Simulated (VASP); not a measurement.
The system is ZnS.

```
Zn S
1.0
     0.00000    2.70200    2.70200
     2.70200    0.00000    2.70200
     2.70200    2.70200    0.00000
Zn S
1 1
Cartesian
  1.3510 1.3510 1.3510
  0.0000 0.0000 0.0000
```

```yaml
Program: VASP 6.6.1
Task: relaxation of cell and atoms
Functional: PBE
Potentials_or_basis: VASP PAW PBE potentials, release 64 (Zn, S)
Cutoff: 520 eV
k_mesh: 10 × 10 × 10
Occupations: gaussian, width 0.02 eV
Spin: no spin polarisation
```

At the start: pressure 1.8 GPa; volume 19.73 Å³/atom.

Q: How do energy, volume and symmetry change on relaxing?

A: Over 6 steps the energy falls by 2.5 meV/atom and the volume is 20.20 Å³/atom (+2.4 %); space group F-43m (No. 216, to 0.05 Å).

Step by step:
| step | energy change (eV) | largest force (eV/Å) | pressure (GPa) | volume (Å³) |
| --- | --- | --- | --- | --- |
| 1 | 0.0000 | 0.0000 | 1.77 | 39.45 |
| 2 | -0.0046 | 0.0000 | -0.51 | 40.71 |
| 3 | -0.0051 | 0.0000 | 0.03 | 40.40 |
| 4 | -0.0051 | 0.0000 | -0.03 | 40.42 |
| 5 | -0.0051 | 0.0000 | 0.02 | 40.40 |
| 6 | -0.0051 | 0.0000 | 0.00 | 40.41 |

Final structure:
```cif
data_structure
_symmetry_space_group_name_H-M 'P 1'
_symmetry_Int_Tables_number 1
_cell_length_a 3.8518
_cell_length_b 3.8518
_cell_length_c 3.8518
_cell_angle_alpha 60.000
_cell_angle_beta 60.000
_cell_angle_gamma 60.000
_cell_volume 40.41
loop_
_atom_site_label
_atom_site_type_symbol
_atom_site_fract_x
_atom_site_fract_y
_atom_site_fract_z
_atom_site_occupancy
Zn1 Zn 0.25000 0.25000 0.25000 1
S1 S 0.00000 0.00000 0.00000 1
```
